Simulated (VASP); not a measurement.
Set up this calculation in VASP 6.6.1, as the native input.

| Item | Value |
| --- | --- |
| Task | single point |
| Functional | PBE |
| Potentials or basis | VASP PAW PBE potentials, release 64 (Ba_sv, Zr_sv, Hf_pv, Sn_d, O) |
| Cutoff | 520 eV |
| k mesh | 4 × 4 × 4 |
| Occupations | gaussian, width 0.01 eV |
| Spin | no spin polarisation |
| Dipole correction | no |
| Further INCAR settings | ALGO = Normal; EDIFF = 1e-06; NBANDS = 52 |

The structure of BaHfZrSnO6 lies in POSCAR:

```
BaHfZrSnO6
1.0
    0.0000000000      4.2002660000      4.2002660000
    4.2002660000      0.0000000000      4.2002660000
    4.2002660000      4.2002660000      0.0000000000
Ba Zr Hf Sn O
1 1 1 1 6
Direct
    0.2500000000      0.2500000000      0.2500000000
    0.5000000000      0.5000000000      0.5000000000
    0.0000000000      0.0000000000      0.0000000000
    0.7500000000      0.7500000000      0.7500000000
    0.7518400000      0.2481600000      0.2481600000
    0.2481600000      0.7518400000      0.7518400000
    0.7518400000      0.7518400000      0.2481600000
    0.2481600000      0.2481600000      0.7518400000
    0.2481600000      0.7518400000      0.2481600000
    0.7518400000      0.2481600000      0.7518400000
```

The cell comes from a database or a generator and needn't be the stable form of this composition.

The input as run:

INCAR

```
SYSTEM = BaHfZrSnO6
PREC = Accurate
ENCUT = 520
EDIFF = 1E-6
ISMEAR = 0
SIGMA = 0.01
LREAL = .False.
LASPH = .True.
NELM = 100
ALGO = Normal
ISIF = 2
LWAVE = .False.
LCHARG = .False.
GGA = PE
NBANDS = 52
```

KPOINTS

```
regular mesh
0
Gamma
  4 4 4
  0 0 0
```

Potentials or basis: VASP PAW PBE potentials, release 64 (Ba_sv, Zr_sv, Hf_pv, Sn_d, O).

The run is started by

```sh
$ cat potpaw_PBE.64/Ba_sv/POTCAR potpaw_PBE.64/Zr_sv/POTCAR potpaw_PBE.64/Hf_pv/POTCAR potpaw_PBE.64/Sn_d/POTCAR potpaw_PBE.64/O/POTCAR > POTCAR
$ mpirun -np 1 vasp_std > vasp.out
```

It gave:

| Item | Value |
| --- | --- |
| Pressure | -1.4 GPa |
| Largest force | 0.204 eV/Å |
| Band gap on the k mesh | 2.61 eV, indirect (least direct gap 2.72 eV) |

Caveat: spin-orbit coupling is left out, which moves the levels of the heavy elements.

Run time: 62 s on 1 thread of Intel(R) Xeon(R) Platinum 8488C (Sapphire Rapids), with other jobs on the host, peak memory 0.36 GiB.
